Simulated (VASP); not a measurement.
Runs of VASP 6.6.1 on Y. The structure is hexagonal, space group P6_3/mmc (No. 194). The conventional cell has a = 3.643 Å, b = 3.643 Å, c = 5.879 Å, α = 90.00°, β = 90.00°, γ = 120.00°. Y (site symmetry -6m2) has 12 Y at 3.61 to 3.64 Å as nearest neighbours. 

```tsv
level	potentials or basis	k mesh	cutoff (eV)	gap on the mesh (eV)	pressure (GPa)	relaxed volume (Å³/atom)
PBEsol	VASP PAW PBE potentials, release 64 (Y_sv)	15 × 15 × 8	600	none	0.0	(b)
PBE+D3(BJ)	VASP PAW PBE potentials, release 64 (Y_sv)	15 × 15 × 8	600	none	0.0	(c)
LDA	VASP PAW LDA potentials, release 64 (Y_sv)	15 × 15 × 8	600	none	0.0	29.83
PBEsol	VASP PAW PBE potentials, release 64 (Y_sv)	15 × 15 × 8	300	none	0.0	31.11
PBEsol	VASP PAW PBE potentials, release 64 (Y_sv)	15 × 15 × 8	480	none	0.0	31.21
RPBE	VASP PAW PBE potentials, release 64 (Y_sv)	15 × 15 × 8	600	none	0.0	34.01
PBEsol	VASP PAW PBE potentials, release 64 (Y_sv)	6 × 6 × 4	600	none	0.0	31.37
PBE	VASP PAW PBE potentials, release 64 (Y_sv)	15 × 15 × 8	600	none	0.0	(a)
```

Alike in all rows: task relaxation of cell and atoms; no spin polarisation; cell relaxed; smearing gaussian 0.1 eV.

Problem. Fill in the values left out.

Solution. (a) 32.75; (b) 31.22; (c) 31.40.

Caveats: the PAW data sets were made with another functional, which shifts forces and pressure a little (some runs); pairwise dispersion overbinds metals, which lowers pressure and volume (some runs).

A k mesh can miss the band edges, and the runs leave out spin-orbit coupling on Y.

A gap of «none» marks a metal or a gap under the smearing width.

Not every run made on this cell is shown here.
